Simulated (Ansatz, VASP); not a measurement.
# Sc in two plane-wave programs, part 2 of 2

Wanted: the spread between two codes on one cell, functional and k mesh. The cell is taken from a series of runs on this material, whose earlier steps may have relaxed, scaled, displaced or heated it; both programs get it as it stands.

VASP 6.6.1 and Ansatz 0.2.0.

So far: Starting point; VASP: zone-centre phonons, PBEsol.

### Step 3. Ansatz: zone-centre phonons, PBEsol

Level of this step: Ansatz beside VASP: Kohn-Sham DFT, plane waves, PBEsol (Ansatz).

Ansatz runs on its default PAW (the set named soft_2) files.

The same cell, functional, mesh and smearing now go to Ansatz, which takes its cutoff from its data sets.

input.yaml

```yaml
crystal:
  lattice:
    - [3.2618467767, 0.0, 0.0]
    - [-1.6309233883, 2.8248421719, 0.0]
    - [0.0, 0.0, 5.0524917279]
  atoms:
    - { symbol: Sc, position: [0.3333333333, 0.6666666667, 0.25] }
    - { symbol: Sc, position: [0.6666666667, 0.3333333333, 0.75] }
kpoints:
  mp_grid: { grid: [15, 15, 8] }
hamiltonian:
  xc: pbesol
scf:
  occupations: { method: methfessel_paxton, width: 0.2 }
output:
  eigenvalues: true
phonons:
  method: dfpt
  qmesh: [3, 3, 2]
  temperatures: { t_max: 1000, t_step: 50 }
  qpath:
    path:
      - [[0.0, 0.0, 0.0], [0.5, 0.0, 0.0], [0.33333333, 0.33333333, 0.0], [0.0, 0.0, 0.0], [0.0, 0.0, 0.5], [0.5, 0.0, 0.5], [0.33333333, 0.33333333, 0.5], [0.0, 0.0, 0.5]]
      - [[0.5, 0.0, 0.5], [0.5, 0.0, 0.0]]
      - [[0.33333333, 0.33333333, 0.5], [0.33333333, 0.33333333, 0.0]]
    npoints: 10
```

Launch:

```sh
$ ansatz run input.yaml --threads 8 --pin off --max-ram 30720MiB --backend cpu --events-out ev --progress --plain --runs-dir out
```

Numbers of over 12 decimals in the logs are rounded to 6 here.

The log of the run:

```text
Engine: ansatz 0.2.0, aarch64-unknown-linux-gnu
Pseudopotentials: kind: paw
Pseudopotential: Sc, paw, valence charge 11, recommended cutoff 420 eV (normal), Sc.paw.azcp
Functional definition: PBEsol
  exchange = pbesol_x
  correlation = pbesol_c
Crystal: 2 atoms, lattice volume = 46.555 Å³
Basis set: ecut = 420 eV, 929 PW (Γ), exchange–correlation on 48×48×72 points (8 copies of the dense FFT grid, shifted against one another)
Bands: 15, of which v1, the nominal top of the filled ones, is band 11 counted from 1 (10 counted from 0)
Symmetry: 24 space group operations
k-points: 135 of 1800
Non-local potential: Sc, projectors of the file, l = 0: 3, l = 1: 2, l = 2: 3, l = 3: 1
PAW form: soft (Blöchl's): semilocal exchange-correlation on the pseudo side does not see the compensation charge
PAW frozen core: Sc, regenerated for the run's functional, and the local potential with it (the file was generated under x = pbe(κ = 0.804, μ = 0.219515), c = pbe(β = 0.066725))
PAW one-centre angular grid: Sc, 590 points (default); XC on 64 Gauss nodes
Initial density: superposition of atomic densities (neutral atoms: chi_scale 0, normalization atom), corrected by the library's trained network
Initial wavefunctions: pseudopotential atomic-orbital guess
Functional: x = pbesol(κ = 0.804, μ = 0.123457), c = pbesol(β = 0.046)
SCF iter   1: F=—  HF=-4222.740528 eV  |F-HF|=—  |Δ(HF+E_count)|=         —  Δρ=4.64e-3  dr2=9.60e-3  ethr=1.77e-3  ⟨swp⟩=3.1  Hψ=7425  notcnv=0
preconditioner: auto → none  [metal: Δε(μ)=0.007 eV  Ē_g=2.608 eV  σ=0.200 eV  W_gap=0.03  n_scr=8 (ndim 8)  ℏωp=13.3 eV  f_vac=0.000  D(μ)=3.92/eV (n_scr^D=42)  sad-step TF]
SCF iter   2: F=—  HF=-4222.737589 eV  |F-HF|=—  |Δ(HF+E_count)|=   2.94e-3  S|Δr|=    0.00e0  Δρ=2.34e-3  dr2=2.76e-3  ethr=4.36e-5  ⟨swp⟩=1.6  Hψ=3478  notcnv=0
SCF iter   3: F=—  HF=-4222.736804 eV  |F-HF|=—  |Δ(HF+E_count)|=   7.85e-4  S|Δr|=    0.00e0  Δρ=1.44e-4  dr2=6.69e-6  ethr=1.26e-5  ⟨swp⟩=3.0  Hψ=3709  notcnv=0
SCF iter   4: F=—  HF=-4222.736807 eV  |F-HF|=—  |Δ(HF+E_count)|=   3.35e-6  S|Δr|=    0.00e0  Δρ=2.29e-5  dr2=1.86e-7  ethr=3.04e-8  ⟨swp⟩=2.0  Hψ=2440  notcnv=0
SCF iter   5: F=—  HF=-4222.736807 eV  |F-HF|=—  |Δ(HF+E_count)|=   5.57e-7  S|Δr|=    0.00e0  Δρ=3.84e-6  dr2=3.62e-9  ethr=8.44e-10  ⟨swp⟩=2.0  Hψ=3255  notcnv=0
SCF iter   6: F=—  HF=-4222.736807 eV  |F-HF|=—  |Δ(HF+E_count)|=  9.49e-10  S|Δr|=    0.00e0  Δρ=6.43e-7  dr2=1.47e-10  ethr=1.64e-11  ⟨swp⟩=2.0  Hψ=3516  notcnv=0
SCF iter   7: F=-4222.736807 eV  HF=-4222.736807 eV  |F-HF|=0.00e0  |Δ(HF+E_count)|=  4.18e-11  S|Δr|=    0.00e0  Δρ=4.17e-8  dr2=4.03e-13  ethr=1.00e-12  ⟨swp⟩=4.9  Hψ=7445  notcnv=0
SCF 1 converged in 7 iterations: F = -4222.736807 eV  dr2 = 4.03e-13
  greatest PAW one-centre occupation: 0.998 electrons in one spin orbital (limit 2), on the Sc atom at site 1 (counted from 0), in its partial waves of l = 0
NSCF: frozen V_eff on 135 k-points
NSCF: frozen V_eff on 320 k-points
DFPT response loops at q = (0, 0, 0) (fractional): preconditioner auto → Kerker (q_TF=auto, 2.408 Å⁻¹) (partly filled bands, converged f_vac=0.000); β = 1.00, the filter's whole step (`scf.mixing.beta` (0.50) is not read by the response loops under this deck's `scf.mixing.preconditioner`; to damp them name `kerker` or `kerker_dos`, under which they read `scf.mixing.beta`, and type it under 1.00, their step now; both keys bind the ground state too); Broyden in place of MSR1
NSCF: frozen V_eff on 640 k-points
DFPT response loops at q = (0, 0, -0.5) (fractional): mixed as the last ones told, above
NSCF: frozen V_eff on 1200 k-points
DFPT response loops at q = (0, 0.333333, 0) (fractional): mixed as the last ones told, above
NSCF: frozen V_eff on 1200 k-points
DFPT response loops at q = (0, 0.333333, -0.5) (fractional): mixed as the last ones told, above
NSCF: frozen V_eff on 1200 k-points
DFPT response loops at q = (0.333333, 0.333333, 0) (fractional): mixed as the last ones told, above
NSCF: frozen V_eff on 1200 k-points
DFPT response loops at q = (0.333333, 0.333333, -0.5) (fractional): mixed as the last ones told, above
SCF converged after 7 iterations
Stability not checked: this state was not tested for a lower state beside it, because cold or Methfessel-Paxton smearing, or corrected tetrahedra, fill the levels in a way that the test cannot read (fill_not_monotonic; see scf.lower_state_search)
Free energy (F): -4222.736807 eV
Harris-Foulkes:  -4222.736807 eV  (|F-HF|=0.00e0)
Internal energy: -4222.733243 eV  (E = F + TS)
E sigma→0 (E₀):  -4222.735916 eV
Entropy (-TS):   -0.003564 eV (-1.782 meV/atom)
Fermi energy:    9.812225 eV
--- Per-component energies (eV) ---
  E_band       = -320.706900
  E_kinetic    = 521.862364
  E_local      = -1640.270844  (includes V_loc(G=0)·N_el)
  E_nonlocal   = 169.163880
  E_hartree    = 558.789946
  E_xc         = -206.498321
  E_vxc        = -256.861154  (∫ρ·V_xc dr)
  E_paw        = -1864.284669  (= ΣΔE_a)
  E_vpaw       = -232.181078  (= ΣTr[D̂ρ^β])
  E_aug_tail   = 0.000020  (compensation charges beyond the density's cutoff)
  E_ewald      = -1761.753670
  E_core_change = 0.258050  (= ΣΔE_core)
  E_smearing   = -0.003564  (= −TS)
  E_closure    = 0.000000  (closes the sum)
  Σ components = -4222.736807   (vs F -4222.736807, Δ=0.00e0)
--- Band table (eV; the first three rows and the last of 135) ---
  k-point 0: bands = [... 7 lower, -17.6782, 4.5835, 8.1016, 10.6115, 11.4665, 11.4665, 11.7882, 11.9646]
  k-point 1: bands = [... 7 lower, -17.6998, 4.6961, 7.9724, 10.5378, 11.4031, 11.4031, 11.7104, 11.8900]
  k-point 2: bands = [... 7 lower, -17.7280, 5.0254, 7.5629, 10.4712, 11.3155, 11.3155, 11.4926, 11.7128]
  k-point 134: bands = [... 7 lower, -17.7672, 9.3729, 9.3729, 9.6553, 9.6553, 10.1309, 10.1309, 12.3430]
--- Phonons (Γ-DFPT): 2 representative perturbations + reference (Σ response iterations 6) ---
  ASR residual: 1.024e-5 → 0.000e0 eV/Å²; symmetrization residual: 2.285e-10 eV/Å²
  ASR residual per site (eV/Å²): 1.02e-5 1.02e-5
  Γ frequencies (cm⁻¹): 0.00 0.00 0.00 136.17 136.17 240.76
--- Phonons (arbitrary-q DFPT): 6 irreducible q on the 3×3×2 mesh ---
  q = [0.0000, 0.0000, 0.0000] (star 1, of the zone-centre solve; hermiticity 4.77e-11, symmetrization 2.38e-11): -0.00 -0.00 0.00 136.17 136.17 240.76
  q = [0.0000, 0.0000, -0.5000] (star 1, 2 solved perturbations in 455 linear systems a pass and spin channel, the states on 320 of 1800 k-point pairs; hermiticity 6.30e-9, symmetrization 3.15e-9): 97.90 97.90 97.90 97.90 169.60 169.60
  q = [0.0000, 0.3333, 0.0000] (star 6, 3 solved perturbations on 600 of 1800 k-point pairs; hermiticity 4.72e-7, symmetrization 3.31e-10): 108.55 112.09 184.18 192.34 202.67 233.30
  q = [0.0000, 0.3333, -0.5000] (star 6, 3 solved perturbations on 600 of 1800 k-point pairs; hermiticity 1.17e-6, symmetrization 2.96e-10): 132.81 132.81 148.31 148.31 203.96 203.96
  q = [0.3333, 0.3333, 0.0000] (star 2, 2 solved perturbations in 830 linear systems a pass and spin channel, the states on 600 of 1800 k-point pairs; hermiticity 1.00e-7, symmetrization 1.00e-7): 173.86 173.86 182.93 182.93 209.42 216.16
  q = [0.3333, 0.3333, -0.5000] (star 2, 2 solved perturbations in 830 linear systems a pass and spin channel, the states on 600 of 1800 k-point pairs; hermiticity 3.53e-7, symmetrization 2.83e-9): 105.11 105.11 200.22 200.22 202.03 202.03
  sum rule: each row above includes the acoustic sum rule's correction from the zone centre's row sums; it moved no ω² by more than (0.25 cm⁻¹)²
  mesh force constants: q→R imaginary residual 0.00e0; ASR residual 1.024e-5 → 0.000e0 eV/Å²; symmetrization residual 7.105e-15 eV/Å²
  interpolated dispersion: 93 rows × 6 modes
  density of states and harmonic sums: on the 24×24×12 q-mesh, interpolated from the force constants of a 3×3×2 supercell (no non-analytic term)
  largest difference from the sums on the solved wave vectors: F 3.64e-2 eV, S 5.07e-5 and C_V 1.43e-5 eV/K
  zero-point energy: 0.061027 eV/cell   skipped modes (ω ≤ 0): 3   left out of the sums: 7.23e-5 of the cell's modes: C_V's classical limit lies that fraction below 3 k_B per atom; for a crystal, a wire or a layer, F and S can be off by more, and a phonons.interpolated_qmesh denser along its periods is the remedy for the sampling
```

Reading the cycles: dr2 is the Hartree energy of the density residual (eV), the measure of convergence; HF is the Harris–Foulkes estimate of the energy, which meets the free energy F at convergence.

### Step 4. Differences

Known differences besides the potentials themselves: VASP's run holds the zone centre alone; the cutoff is 420 eV in Ansatz and 500 eV in VASP; Ansatz makes its cores anew for this functional, VASP keeps those of its PBE data sets. Total energies have different zeros and are not compared.

The two programs side by side:

| quantity | Ansatz | VASP | difference |
| --- | --- | --- | --- |
| optical mode 1 to 2 (cm⁻¹) | 136.2 | 136.8 | -0.47 % |
| optical mode 3 (cm⁻¹) | 240.8 | 241.7 | -0.38 % |

Modes are paired by rising frequency, not by their patterns, so a pair may set unlike modes beside each other; they are those without the splitting of longitudinal modes.

### Step 5. Summary of results

```
r.m.s. difference of the optical zone-centre modes, each program's sorted by frequency (zone-centre phonons, PBEsol) : 0.75 cm⁻¹
```

The r.m.s. difference of the optical zone-centre modes, each program's sorted by frequency is 0.75 cm⁻¹ (zone-centre phonons, PBEsol). How closely two codes agree says nothing of how well the functional describes the real material.

[Lines on the potential files, build, host, timing and source positions are cut from VASP's logs without a mark.]

[Logs are printed without paths, hosts, clocks, repeated set-up lines and the standing remarks that a program may print on its own settings, such as how far it seeks lower states.]

[Hosts, paths, dates, database ids (printed as entryN), source tags and the programs' standing remarks are cut or masked in the printed files.]
